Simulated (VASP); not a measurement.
Input of a VASP 6.6.1 run:

INCAR

```
SYSTEM = MoN2
PREC = Accurate
ENCUT = 520
EDIFF = 1E-8
ISMEAR = -1
SIGMA = 0.03
LREAL = .False.
LASPH = .True.
NELM = 100
ALGO = Fast
ISIF = 2
LWAVE = .False.
LCHARG = .False.
GGA = PE
LEFG = .True.
NBANDS = 19
```

The input KPOINTS:

```
Automatic mesh
0
Gamma
  14 14 8
  0 0 0
```

The input POSCAR:

```
MoN2
1.0
    2.9913913412      0.0000000000      0.0000000000
   -1.4956956706      2.5906208941      0.0000000000
    0.0000000000      0.0000000000      5.5285099942
Mo N
1 2
Direct
    0.0000000000      0.0000000000      0.0000000000
    0.3333333333      0.6666666667      0.1906065660
    0.6666666667      0.3333333333      0.8093934340
```

Potentials or basis: VASP PAW PBE potentials, release 64 (Mo_sv, N).

Launch:

```bash
$ cat potpaw_PBE.64/Mo_sv/POTCAR potpaw_PBE.64/N/POTCAR > POTCAR
$ mpirun -np 1 vasp_std > vasp.out
```

Problem. Predict the pressure.

Solution. 0.3 GPa.

Problem. What does it give for the largest force?

Solution. 0.028 eV/Å.

Problem. What does it give for the band gap on the k mesh?

Solution. None (metal or under the smearing width).

Electric field gradients, principal values (V/Å²):
```csv
atom,Vxx,Vyy,Vzz
1 Mo,21.415,21.416,-42.832
2 N,-5.211,-5.213,10.423
3 N,-5.211,-5.213,10.423
```

Caveat: this functional lacks dispersion, which binds the layers, so the pressure and a relaxed spacing across them are unreliable.
